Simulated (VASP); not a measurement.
These are PW91 GGA, VASP's PBE PAW potentials (set 64) (plane waves; VASP 6.6.1) values and carry that method's errors.

A VASP calculation is set up with these files.

**INCAR**
```
SYSTEM=SnTe
PREC=Accurate; ENCUT=520; LREAL=.FALSE.
LASPH=.TRUE.
EDIFF=1E-6; NELM=100; ALGO=Normal
LMAXMIX=4
ISMEAR=0; SIGMA=0.05
GGA=91
IBRION=2; NSW=60; ISIF=3
EDIFFG=-0.01
LWAVE=.FALSE.; LCHARG=.FALSE.
```

File KPOINTS:
```
Automatic
0
gamma
7 7 7
```

POSCAR:
```
SnTe
1
   -0.0000000000     3.2038781455     3.2038781455
    3.2038781455     0.0000000000     3.2038781455
    3.2038781455     3.2038781455    -0.0000000000
Sn Te
1 1
Direct
  0.0000000000   0.0000000000   0.0000000000
  0.5000000000   0.5000000000   0.5000000000
```

POTCAR, in this order: Sn_d Te (PBE.64 set). Program: vasp_std.

Problem. Estimate the energy per atom (σ→0).

Solution. 
```json
{
 "energy per atom (σ→0)": "-3811 meV/atom"
}
```

File OSZICAR:
```
...
DAV:   6    -0.762175511543E+01    0.70286E-01   -0.18429E-01   696   0.350E+00    0.257E+00
DAV:   7    -0.762226691396E+01   -0.51180E-03   -0.55813E-02   686   0.152E+00    0.847E-01
DAV:   8    -0.762276611838E+01   -0.49920E-03   -0.66329E-03   650   0.780E-01    0.162E-01
DAV:   9    -0.762287979258E+01   -0.11367E-03   -0.60786E-04   734   0.236E-01    0.427E-02
DAV:  10    -0.762288553481E+01   -0.57422E-05   -0.63011E-05   646   0.726E-02    0.277E-02
DAV:  11    -0.762289265450E+01   -0.71197E-05   -0.27697E-05   608   0.450E-02    0.189E-02
DAV:  12    -0.762289263214E+01    0.22361E-07   -0.18119E-06   548   0.990E-03
   1 F= -.76228926E+01 E0= -.76228926E+01  d E =-.762289E+01
```

The compound is SnTe in the rock salt structure, which distorts at low temperature. It was relaxed first. The start is the result of an earlier pass.
